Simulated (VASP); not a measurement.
A run of VASP 6.6.1 is set up as follows.

Contents of POSCAR:

```
AgPt4
1.0
    2.7861346168      0.0000000000      0.0000000000
   -1.3930673084      2.4128633565      0.0000000000
    0.0000000000      0.0000000000     25.8246081658
Pt Ag
4 1
Direct
    0.6666666667      0.3333333333      0.3291434258
    0.3333333333      0.6666666667      0.4172326380
    0.0000000000      0.0000000000      0.5049143067
    0.6666666667      0.3333333333      0.5943923921
    0.0000000000      0.0000000000      0.6871015114
```

Contents of INCAR.step1:

```
SYSTEM = AgPt4
  PREC = Accurate
  ENCUT = 520
  ISMEAR = 0
  SIGMA = 0.1
  LREAL = .FALSE.
  LASPH = .TRUE.
  NELM = 100
  LDIPOL = .TRUE.
  IDIPOL = 3
  DIPOL = 0.5 0.5 0.507
  NBANDS = 34
  GGA = PE
  ALGO = Normal
  EDIFF = 1E-4
  LWAVE = .TRUE.
  LCHARG = .FALSE.
```

The input INCAR.step2:

```
SYSTEM = AgPt4
  PREC = Accurate
  ENCUT = 520
  EDIFF = 1E-6
  ISMEAR = 0
  SIGMA = 0.1
  LREAL = .FALSE.
  LASPH = .TRUE.
  NELM = 100
  ALGO = Normal
  ISIF = 2
  LWAVE = .FALSE.
  LCHARG = .FALSE.
  LDIPOL = .TRUE.
  IDIPOL = 3
  DIPOL = 0.5 0.5 0.507
  METAGGA = R2SCAN
  LMIXTAU = .TRUE.
  NBANDS = 34
  ISTART = 1
```

Contents of KPOINTS:

```
Automatic mesh
0
G
  12 12 1
  0 0 0
```

Potentials or basis: VASP PAW PBE potentials, release 64 (Pt, Ag).

Command:

```console
$ cat potpaw_PBE.64/Pt/POTCAR potpaw_PBE.64/Ag/POTCAR > POTCAR
$ cp INCAR.step1 INCAR
$ mpirun -np 1 vasp_std > vasp.out
$ cp INCAR.step2 INCAR
$ mpirun -np 1 vasp_std > vasp.out
```

Problem. Estimate the largest force.

Solution. 0.139 eV/Å.

Problem. What does it give for the band gap on the k mesh?

Solution. None (metal or under the smearing width).

Forces on the atoms (eV/Å):
```
Pt   0.000  0.000 -0.139
Pt   0.000  0.000  0.108
Pt   0.000  0.000 -0.002
Pt   0.000  0.000  0.024
Ag   0.000  0.000  0.010
```

Caveat: the PAW data sets were made with another functional, which shifts forces and pressure a little. Spin-orbit coupling is left out, which matters for the levels of Pt.
